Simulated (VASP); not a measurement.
**Ba2Re under changes of volume**

One of the cells (29.658 Å³/atom); the others are scaled copies at fixed shape and fractional positions:

```
Ba Re
1.0
     5.37909    0.00000    0.00000
    -2.68954    4.65843    0.00000
     0.00000    0.00000    3.55066
Ba Re
2 1
Direct
  0.66667 0.33333 0.73854
  0.33333 0.66667 0.26146
  0.00000 0.00000 0.00000
```

The cell was built by a generator and needn't be a form met in nature.

| Item | Value |
| --- | --- |
| Program | VASP 6.6.1 |
| Functional | PBE |
| Potentials or basis | VASP PAW PBE potentials, release 64 (Ba_sv, Re) |
| Cutoff | 520 eV |
| k mesh | 6 × 6 × 8 |
| Occupations | fermi-dirac, width 0.05 eV |
| Spin | no spin polarisation |

```csv
volume (Å³/atom),energy over the lowest point (meV/atom),pressure (GPa),largest force (eV/Å)
27.332,42.22,5.0,0.090
27.913,26.33,3.8,0.076
28.495,14.50,2.7,0.062
29.658,1.68,0.9,0.038
30.239,0.00,0.1,0.027
30.821,?,?,?
```

Q: What does the run at 30.821 Å³/atom give?

A: Energy over the lowest point 1.02 meV/atom; pressure -0.6 GPa; largest force 0.017 eV/Å.

Worked out: A Birch-Murnaghan fit of order 3 (a polynomial in V^(-2/3)) to the other rows has its minimum at 30.29 Å³/atom, just outside them, with B0 = V·E''(V) = 39 GPa and B' = 4.0 at fixed shape and positions, which overstates the stiffness. It gives 1.10 meV/atom at 30.821 Å³/atom, against the run's 1.02, and -dE/dV = -0.7 GPa, against -0.6.

Energies are extrapolated to zero smearing.
